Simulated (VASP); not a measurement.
Given:

```
AuCu
1.0
    2.82628     0.00000     0.00000
    0.00000     2.82628     0.00000
    0.00000     0.00000     3.55229
Cu Au
1 1
Cartesian
  0.00000   0.00000   3.55229
  1.41314   1.41314   1.77614
```

Method: PBEsol GGA with spin-orbit coupling, VASP's PBE PAW potentials (set 64) (plane waves; VASP). Run with 400 eV cut-off, 12×12×9 Γ-centred mesh, Gaussian smearing of 0.050 eV, potentials Cu Au.

Question: Give the energies of bands 11 to 24 at the high-symmetry points, in eV from the Fermi level.

Answer: 
| band | Γ | X | M | Z | R | A |
|---|---|---|---|---|---|---|
| 11 | -3.08 | -3.08 | -1.84 | -3.24 | -2.64 | -3.25 |
| 12 | -3.08 | -3.08 | -1.84 | -3.24 | -2.64 | -3.25 |
| 13 | -2.63 | -3.06 | -1.68 | -3.00 | -1.95 | -2.95 |
| 14 | -2.63 | -3.06 | -1.68 | -3.00 | -1.95 | -2.95 |
| 15 | -2.02 | -3.02 | -1.58 | -2.55 | -1.74 | -2.10 |
| 16 | -2.02 | -3.02 | -1.58 | -2.55 | -1.74 | -2.10 |
| 17 | -1.72 | -2.45 | -1.18 | -2.55 | -1.50 | -1.67 |
| 18 | -1.72 | -2.45 | -1.18 | -2.55 | -1.50 | -1.67 |
| 19 | -1.54 | -2.21 | -1.06 | -2.34 | -1.48 | -1.66 |
| 20 | -1.54 | -2.21 | -1.06 | -2.34 | -1.48 | -1.66 |
| 21 | -1.15 | -0.93 | -0.08 | -2.18 | -1.32 | 4.65 |
| 22 | -1.15 | -0.93 | -0.08 | -2.18 | -1.32 | 4.65 |
| 23 | 2.62 | -0.20 | 0.71 | -2.00 | -0.79 | 5.31 |
| 24 | 2.62 | -0.20 | 0.71 | -2.00 | -0.79 | 5.31 |

It has no gap at this level: it comes out as a metal or semimetal.

The compound is CuAu in the L1_0 structure. It was relaxed first.
